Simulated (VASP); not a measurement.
These are revPBE GGA, VASP's PBE PAW potentials (set 64) (plane waves; VASP) values and carry that method's errors.

VASP ran on this input.

**KPOINTS**
```
kpoints
0
gamma
5 5 5
```

POSCAR:
```
VBiO4
1
   -2.4688210000     2.4688210000     5.5873250000
    2.4688210000    -2.4688210000     5.5873250000
    2.4688210000     2.4688210000    -5.5873250000
V Bi O
2 2 8
Direct
  0.5000000000   0.5000000000   0.0000000000
  0.2500000000   0.7500000000   0.5000000000
  0.0000000000   0.0000000000   0.0000000000
  0.7500000000   0.2500000000   0.5000000000
  0.1708500000   0.5619000000   0.8910100000
  0.3119000000   0.9208900000   0.8910500000
  0.6708900000   0.2798400000   0.1089900000
  0.0298400000   0.4208500000   0.1089500000
  0.5791500000   0.6881000000   0.6089900000
  0.4381000000   0.3291100000   0.6089500000
  0.0791100000   0.9701600000   0.3910100000
  0.7201600000   0.8291500000   0.3910500000
```

INCAR:
```
ALGO=Normal
EDIFF=1E-6
ENCUT=240
GGA=RE
ISIF=2
ISMEAR=-1
LASPH=.TRUE.
LCHARG=.FALSE.
LMAXMIX=4
LREAL=.FALSE.
LWAVE=.FALSE.
NELM=100
PREC=Accurate
SIGMA=0.02
SYSTEM=VBiO4
```

POTCAR, in this order: V_sv Bi_d O (PBE.64 set). Program: vasp_std.

What VASP printed:

### OSZICAR
```
       N       E                     dE             d eps       ncg     rms          rms(c)
DAV:   1     0.104368830292E+04    0.10437E+04   -0.37615E+04  2768   0.119E+03
DAV:   2     0.416886313050E+02   -0.10020E+04   -0.95440E+03  2846   0.430E+02
DAV:   3    -0.956132355879E+02   -0.13730E+03   -0.13362E+03  2964   0.167E+02
DAV:   4    -0.101428921386E+03   -0.58157E+01   -0.57747E+01  2928   0.362E+01
DAV:   5    -0.101687695367E+03   -0.25877E+00   -0.25848E+00  3560   0.717E+00    0.806E+01
DAV:   6    -0.912690614333E+02    0.10419E+02   -0.10651E+02  3738   0.760E+01    0.247E+01
DAV:   7    -0.900705194617E+02    0.11985E+01   -0.81346E+01  3404   0.714E+01    0.357E+01
DAV:   8    -0.869417290615E+02    0.31288E+01   -0.92285E+00  3002   0.182E+01    0.121E+01
DAV:   9    -0.860418029617E+02    0.89993E+00   -0.18607E+00  3276   0.102E+01    0.123E+00
DAV:  10    -0.860770899236E+02   -0.35287E-01   -0.27348E-01  3348   0.296E+00    0.909E-01
DAV:  11    -0.860677445267E+02    0.93454E-02   -0.58008E-02  3200   0.167E+00    0.429E-01
DAV:  12    -0.860683842232E+02   -0.63970E-03   -0.88217E-03  2866   0.515E-01    0.717E-01
DAV:  13    -0.860684903571E+02   -0.10613E-03   -0.12091E-03  3480   0.280E-01    0.181E-01
DAV:  14    -0.860681795227E+02    0.31083E-03   -0.99756E-04  3114   0.175E-01    0.850E-02
DAV:  15    -0.860681905178E+02   -0.10995E-04   -0.17502E-04  2774   0.677E-02    0.309E-02
DAV:  16    -0.860681927558E+02   -0.22380E-05   -0.17043E-05  2780   0.341E-02    0.211E-02
DAV:  17    -0.860681906786E+02    0.20771E-05   -0.75022E-06  2724   0.178E-02    0.112E-02
DAV:  18    -0.860681905016E+02    0.17701E-06   -0.65039E-07  1878   0.608E-03
   1 F= -.86068191E+02 E0= -.86068191E+02  d E =-.998440E-12
```

**OUTCAR**
```
------------------------ aborting loop because EDIFF is reached ----------------------------------------
  FORCE on cell =-STRESS in cart. coord.  units (eV):
  Direction    XX          YY          ZZ          XY          YZ          ZX
  --------------------------------------------------------------------------------------
  Total      -68.2108886    -68.2108886    -69.5888179      0.0000003     -0.0000000      0.0000000
  in kB     -802.2711193   -802.2711193   -818.4778122      0.0000035     -0.0000000      0.0000000
  external PRESSURE =    -807.6733503 kB  Pullay stress =       0.0000000 kB
  volume of cell :      136.22
      direct lattice vectors                 reciprocal lattice vectors
    -2.468821000  2.468821000  5.587325000     0.000000000  0.202525821  0.089488261
     2.468821000 -2.468821000  5.587325000     0.202525821  0.000000000  0.089488261
     2.468821000  2.468821000 -5.587325000     0.202525821  0.202525821  0.000000000
 POSITION                                       TOTAL-FORCE (eV/Angst)
 -----------------------------------------------------------------------------------
      0.00000      0.00000      5.58732        -0.000000      0.000000     -0.000000
      2.46882      0.00000      2.79366         0.000000      0.000000     -0.000000
      0.00000      0.00000      0.00000        -0.000000      0.000000     -0.000000
      0.00000      2.46882      2.79366         0.000000      0.000000     -0.000000
      3.16518      1.23431     -0.88425         0.898997     -1.445223     -1.305875
      3.70333      0.69636      1.90941         1.445223      0.898997     -1.305875
     -0.69636      1.23451      4.70307        -0.898997      1.445223     -1.305875
      1.23431     -0.69636      1.90941        -1.445223     -0.898997     -1.305875
      1.77247      1.23451      3.67791        -0.898997      1.445223      1.305875
      1.23431      1.77247      0.88425        -1.445223     -0.898997      1.305875
      3.16518     -1.23451      3.67791         0.898997     -1.445223      1.305875
      1.23451      0.69636      6.47158         1.445223      0.898997      1.305875
 -----------------------------------------------------------------------------------
    total drift:                                0.000000      0.000000      0.000000
  FREE ENERGIE OF THE ION-ELECTRON SYSTEM (eV)
  ---------------------------------------------------
  free  energy   TOTEN  =       -86.0681905016 eV

  energy  without entropy=      -86.0681905016  energy(sigma->0) =      -86.06819050
```
(Selected blocks of OUTCAR.)

OUTCAR:
```
 val. band max:        6.6385044137   @ k =  -0.4000   0.4000   0.0000

 cond. band min:       8.8007767924   @ k =   0.4000  -0.4000   0.2000


 Fermi energy:         7.1258172831

 k-point     1 :       0.0000    0.0000    0.0000
  band No.  band energies     occupation
      1     -58.0402      2.00000
      2     -58.0374      2.00000
      3     -32.0218      2.00000
      4     -32.0218      2.00000
      5     -32.0192      2.00000
      6     -32.0192      2.00000
      7     -31.9606      2.00000
      8     -31.9394      2.00000
      9     -15.6070      2.00000
     10     -15.5029      2.00000
     11     -15.5029      2.00000
     12     -15.4916      2.00000
     13     -15.4796      2.00000
     14     -15.4648      2.00000
     15     -15.4648      2.00000
     16     -15.4230      2.00000
     17     -15.4161      2.00000
     18     -15.3901      2.00000
     19     -13.2219      2.00000
     20     -11.8544      2.00000
     21     -11.3448      2.00000
     22     -11.3448      2.00000
     23     -11.2940      2.00000
     24     -11.1472      2.00000
     25     -11.1472      2.00000
     26     -11.0965      2.00000
     27      -3.8444      2.00000
     28      -2.6624      2.00000
     29       0.1572      2.00000
     30       0.7592      2.00000
     31       0.7719      2.00000
     32       0.7719      2.00000
     33       1.5417      2.00000
     34       2.0172      2.00000
     35       2.0172      2.00000
     36       2.4450      2.00000
     37       2.5231      2.00000
     38       2.7963      2.00000
     39       2.7963      2.00000
     40       2.8185      2.00000
     41       3.6007      2.00000
     42       3.6202      2.00000
     43       3.7772      2.00000
     44       3.7772      2.00000
     45       4.0291      2.00000
     46       4.0291      2.00000
     47       4.3338      2.00000
     48       4.6247      2.00000
     49       5.2527      2.00000
     50       5.2527      2.00000
     51       5.3115      2.00000
...
```

At this cut-off the stress carries a Pulay error, which pulls relaxed volumes low. Unless said otherwise, spin-orbit coupling is left out, though it shifts the bands of the heavy elements here.

The structure comes from a computed database's VBiO4 entry; how it stands against other phases isn't given here. The cell was not relaxed at this level, and its volume differs by -8.7 % from the start's. The run is one of a series of settings (ENCUT = 240 against the base run), some of them coarse on purpose. The run is not spin-polarised, so no magnetic state was tried.
